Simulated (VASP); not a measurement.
VASP ran on this input.

**INCAR**
```
# general
SYSTEM =GeRh2
PREC   =Accurate
ENCUT  =400   # plane-wave cut-off (eV)
LREAL  =.False.   # projection in real space or not
LASPH  =.True.

# electronic loop
EDIFF  =1E-6   # SCF stop (eV)
NELM   =100
ALGO   =Normal
LMAXMIX=4

# smearing
ISMEAR =1
SIGMA  =0.1   # width (eV)

# functional
GGA    =PS   # PBEsol

# ions
IBRION =2
NSW    =60   # most ionic steps
ISIF   =3
EDIFFG =-0.02

# output
LWAVE  =.False.
LCHARG =.False.
```

File KPOINTS:
```
Automatic mesh
0
Gamma
5 7 4
0 0 0
```

### POSCAR
```
GeRh2
1
    5.3906974982     0.0000000000     0.0000000000
    0.0000000000     4.0027175261     0.0000000000
    0.0000000000     0.0000000000     7.5840294448
Rh Ge
8 4
Direct
  0.5297329078   0.2500000000   0.7929422933
  0.0297329078   0.2500000000   0.7070577067
  0.4702670922   0.7500000000   0.2070577067
  0.9702670922   0.7500000000   0.2929422933
  0.1642504678   0.2500000000   0.0689741167
  0.6642504678   0.2500000000   0.4310258833
  0.8357495322   0.7500000000   0.9310258833
  0.3357495322   0.7500000000   0.5689741167
  0.7094530285   0.2500000000   0.1042778697
  0.2094530285   0.2500000000   0.3957221303
  0.2905469715   0.7500000000   0.8957221303
  0.7905469715   0.7500000000   0.6042778697
```

POTCAR, in this order: Rh_pv Ge_d (PBE.64 set). Program: vasp_std.

Problem. Translate this PBEsol calculation to Quantum ESPRESSO's pw.x.

Solution. One equivalent input (not run):
```
&CONTROL
  calculation = 'vc-relax'
  pseudo_dir = './pseudo'
  outdir = './out'
  tprnfor = .true.
  tstress = .true.
  nstep = 60
  forc_conv_thr = 0.00078
/
&SYSTEM
  ibrav = 0
  nat = 12
  ntyp = 2
  ecutwfc = 88
  occupations = 'smearing'
  smearing = 'methfessel-paxton'
  degauss = 0.00735
  input_dft = 'pbesol'
/
&ELECTRONS
  conv_thr = 7.3e-08
  electron_maxstep = 100
/
&IONS
/
&CELL
/
ATOMIC_SPECIES
  Rh 102.906 Rh.upf
  Ge 72.630 Ge.upf
CELL_PARAMETERS angstrom
     5.3906975    0.0000000    0.0000000
     0.0000000    4.0027175    0.0000000
     0.0000000    0.0000000    7.5840294
ATOMIC_POSITIONS crystal
  Rh   0.5297329  0.2500000  0.7929423
  Rh   0.0297329  0.2500000  0.7070577
  Rh   0.4702671  0.7500000  0.2070577
  Rh   0.9702671  0.7500000  0.2929423
  Rh   0.1642505  0.2500000  0.0689741
  Rh   0.6642505  0.2500000  0.4310259
  Rh   0.8357495  0.7500000  0.9310259
  Rh   0.3357495  0.7500000  0.5689741
  Ge   0.7094530  0.2500000  0.1042779
  Ge   0.2094530  0.2500000  0.3957221
  Ge   0.2905470  0.7500000  0.8957221
  Ge   0.7905470  0.7500000  0.6042779
K_POINTS automatic
  5 7 4 0 0 0
```
Limits of the translation: the potentials are each code's own (VASP's PAW set, PseudoDojo norm-conserving files in pw.x), so ENCUT and ecutwfc are chosen apart and not converted; conv_thr bounds pw.x's estimated SCF error, while EDIFF bounds the energy change between steps; forc_conv_thr acts on force components and is met together with etot_conv_thr.

The structure was generated: GeRh2 was put into the Co2Si type (Pnma), which need not be its known phase. This run relaxes it. Symmetry was kept, so distortions that lower it aren't found. The start is the result of an earlier pass.
